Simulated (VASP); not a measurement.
These are PBE GGA, VASP's PBE PAW potentials (set 64) (plane waves; VASP 6.6.1) values and carry that method's errors.

Input for VASP

**KPOINTS**
```
kpoints
0
gamma
 8 8 8
```

### POSCAR
```
NiO
4.26360
  1.0000000000   0.5000000000   0.5000000000
  0.5000000000   1.0000000000   0.5000000000
  0.5000000000   0.5000000000   1.0000000000
Ni O
2 2
direct
  0.0000000000   0.0000000000   0.0000000000
  0.5000000000   0.5000000000   0.5000000000
  0.2500000000   0.2500000000   0.2500000000
  0.7500000000   0.7500000000   0.7500000000
```

INCAR:
```
ALGO  =  Normal
EDIFF  =  1E-6
ENCUT  =  375
GGA  =  PE
ISIF  =  2
ISMEAR  =  0
ISPIN  =  2
LASPH  =  T
LCHARG  =  F
LMAXMIX  =  4
LORBIT  =  10
LREAL  =  F
LWAVE  =  F
MAGMOM  =  2.0 -2.0 0.0 0.0
NELM  =  100
PREC  =  Accurate
SIGMA  =  0.05
SYSTEM  =  NiO
```

POTCAR, in this order: Ni O (PBE.64 set). Program: vasp_std.

What VASP printed:

**OSZICAR**
```
       N       E                     dE             d eps       ncg     rms          rms(c)
DAV:   1     0.222753402523E+03    0.22275E+03   -0.12838E+04  5312   0.162E+03
DAV:   2    -0.150723101757E+01   -0.22426E+03   -0.20962E+03  5416   0.364E+02
DAV:   3    -0.269856906775E+02   -0.25478E+02   -0.24278E+02  5976   0.138E+02
DAV:   4    -0.277963576330E+02   -0.81067E+00   -0.80528E+00  5780   0.267E+01
DAV:   5    -0.278196539346E+02   -0.23296E-01   -0.23278E-01  6268   0.418E+00    0.195E+01
DAV:   6    -0.256090469156E+02    0.22106E+01   -0.53425E+01  7856   0.115E+02    0.244E+01
DAV:   7    -0.232731687030E+02    0.23359E+01   -0.89441E+00  6752   0.941E+01    0.876E+00
DAV:   8    -0.235416059198E+02   -0.26844E+00   -0.26617E+00  5852   0.137E+01    0.574E+00
DAV:   9    -0.234662525775E+02    0.75353E-01   -0.21605E-01  8548   0.117E+01    0.164E+00
DAV:  10    -0.234858135878E+02   -0.19561E-01   -0.77429E-02  6748   0.432E+00    0.740E-01
DAV:  11    -0.234830456381E+02    0.27679E-02   -0.14128E-02  8252   0.268E+00    0.146E-01
DAV:  12    -0.234834701830E+02   -0.42454E-03   -0.42661E-03  7560   0.750E-01    0.786E-02
DAV:  13    -0.234834439317E+02    0.26251E-04   -0.11290E-04  5624   0.117E-01    0.537E-02
DAV:  14    -0.234834431910E+02    0.74075E-06   -0.27420E-04  6944   0.156E-01    0.334E-02
DAV:  15    -0.234834372397E+02    0.59512E-05   -0.24446E-05  6168   0.633E-02    0.184E-02
DAV:  16    -0.234834365787E+02    0.66105E-06   -0.14563E-05  6324   0.508E-02    0.428E-03
DAV:  17    -0.234834366874E+02   -0.10869E-06   -0.73888E-07  2656   0.162E-02
   1 F= -.23483437E+02 E0= -.23483437E+02  d E =-.251274E-15  mag=     0.0000
```

OUTCAR:
```
------------------------ aborting loop because EDIFF is reached ----------------------------------------
  FORCE on cell =-STRESS in cart. coord.  units (eV):
  Direction    XX          YY          ZZ          XY          YZ          ZX
  --------------------------------------------------------------------------------------
  Total       -4.5005662     -4.5005662     -4.5005662     -0.0461727     -0.0461727     -0.0461727
  in kB     -186.0708608   -186.0708608   -186.0708608     -1.9089602     -1.9089602     -1.9089602
  external PRESSURE =    -186.0708608 kB  Pullay stress =       0.0000000 kB
  volume of cell :       38.75
      direct lattice vectors                 reciprocal lattice vectors
     4.263600000  2.131800000  2.131800000     0.351815367 -0.117271789 -0.117271789
     2.131800000  4.263600000  2.131800000    -0.117271789  0.351815367 -0.117271789
     2.131800000  2.131800000  4.263600000    -0.117271789 -0.117271789  0.351815367
 POSITION                                       TOTAL-FORCE (eV/Angst)
 -----------------------------------------------------------------------------------
      0.00000      0.00000      0.00000        -0.000000      0.000000      0.000000
      4.26360      4.26360      4.26360        -0.000000      0.000000     -0.000000
      2.13180      2.13180      2.13180         0.000000      0.000000      0.000000
      6.39540      6.39540      6.39540        -0.000000     -0.000000     -0.000000
 -----------------------------------------------------------------------------------
    total drift:                                0.000000     -0.000000      0.000000
  FREE ENERGIE OF THE ION-ELECTRON SYSTEM (eV)
  ---------------------------------------------------
  free  energy   TOTEN  =       -23.4834366874 eV

  energy  without entropy=      -23.4834366874  energy(sigma->0) =      -23.48343669

 total charge

# of ion       s       p       d       tot
------------------------------------------
    1        0.311   0.357   8.216   8.883
    2        0.311   0.357   8.216   8.883
    3        1.600   3.403   0.000   5.002
    4        1.600   3.403   0.000   5.002
--------------------------------------------------
tot          3.821   7.519  16.432  27.771

 magnetization (x)

# of ion       s       p       d       tot
------------------------------------------
    1       -0.008  -0.012   1.400   1.380
    2        0.008   0.012  -1.400  -1.380
    3        0.000   0.000   0.000   0.000
    4        0.000   0.000   0.000   0.000
--------------------------------------------------
tot          0.000  -0.000   0.000   0.000
```
(Selected blocks of OUTCAR.)

At this cut-off the stress carries a Pulay error, which pulls relaxed volumes low.

The compound is NiO in the rock salt, AFM-II order structure. The cell was not relaxed at this level. The run is one of a series of settings (ENCUT = 375 against the base run), some of them coarse on purpose.
